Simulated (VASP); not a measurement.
A run of VASP 6.6.1:

Contents of POSCAR:

```
Ta2SiN2                                 
1.0
    3.4843928144      0.0000000000      0.0000000000
   -1.7421964072      3.0175726987      0.0000000000
    0.0000000000      0.0000000000     12.7786571832
  Ta              Si              N             
     4     2     4
Direct
     0.6666666699999979    0.3333333300000021    0.1068289391343669
     0.3333333300000021    0.6666666699999979    0.8931710608656331
     0.3333333300000021    0.6666666699999979    0.6068289391343669
     0.6666666699999979    0.3333333300000021    0.3931710608656331
     0.0000000000000000    0.0000000000000000    0.2500000000000000
     0.0000000000000000    0.0000000000000000    0.7500000000000000
     0.6666666699999979    0.3333333300000021    0.9349008450878600
     0.3333333300000021    0.6666666699999979    0.0650991549121400
     0.3333333300000021    0.6666666699999979    0.4349008450878600
     0.6666666699999979    0.3333333300000021    0.5650991549121400
```

The input INCAR.step1:

```
ALGO     = Normal         # electronic algorithm
EDIFF    = 1E-7           # SCF threshold, eV
ENCUT    = 520            # plane-wave cutoff, eV
GGA      = PE             # functional
ISIF     = 2              # what is computed and relaxed
ISMEAR   = 0              # smearing method
KPAR     = 4            
LASPH    = T              # aspherical terms in the spheres
LCHARG   = T              # write CHGCAR
LMAXMIX  = 4              # l up to which the mixer works
LREAL    = F              # projectors in reciprocal space
LWAVE    = F              # write WAVECAR
NELM     = 60             # most SCF steps
PREC     = Accurate       # precision mode
SIGMA    = 0.1            # smearing width, eV
```

Contents of KPOINTS.step1:

```
k-points
0
Gamma
  10 10 4
```

The input INCAR.step2:

```
ALGO     = Normal         # electronic algorithm
EDIFF    = 1E-7           # SCF threshold, eV
ENCUT    = 520            # plane-wave cutoff, eV
GGA      = PE             # functional
ICHARG   = 11             # starting density
ISIF     = 2              # what is computed and relaxed
ISMEAR   = -5             # smearing method
KPAR     = 4            
LASPH    = T              # aspherical terms in the spheres
LCHARG   = F              # write CHGCAR
LMAXMIX  = 4              # l up to which the mixer works
LORBIT   = 11             # projections on sites
LREAL    = F              # projectors in reciprocal space
LWAVE    = F              # write WAVECAR
NEDOS    = 1001           # points of the DOS
NELM     = 60             # most SCF steps
PREC     = Accurate       # precision mode
SIGMA    = 0.1            # smearing width, eV
```

KPOINTS.step2

```
k-points
0
Gamma
  15 15 6
```

Potentials or basis: VASP PAW PBE potentials, release 64 (Ta_pv, Si, N).

Run with:

```bash
$ cat potpaw_PBE.64/Ta_pv/POTCAR potpaw_PBE.64/Si/POTCAR potpaw_PBE.64/N/POTCAR > POTCAR
$ cp INCAR.step1 INCAR
$ cp KPOINTS.step1 KPOINTS
$ mpirun -np 4 vasp_std > vasp.out
$ cp INCAR.step2 INCAR
$ cp KPOINTS.step2 KPOINTS
$ mpirun -np 4 vasp_std > vasp.out
```

Hardware: 4 MPI ranks on Intel(R) Xeon(R) 6975P-C (Granite Rapids), with other jobs on the host.

Estimate the wall time of this run.

Run time: 100 s on 4 MPI ranks on Intel(R) Xeon(R) 6975P-C (Granite Rapids) (shared host), peak memory 0.59 GiB a rank. Counts: scf iterations 9, k points 108.
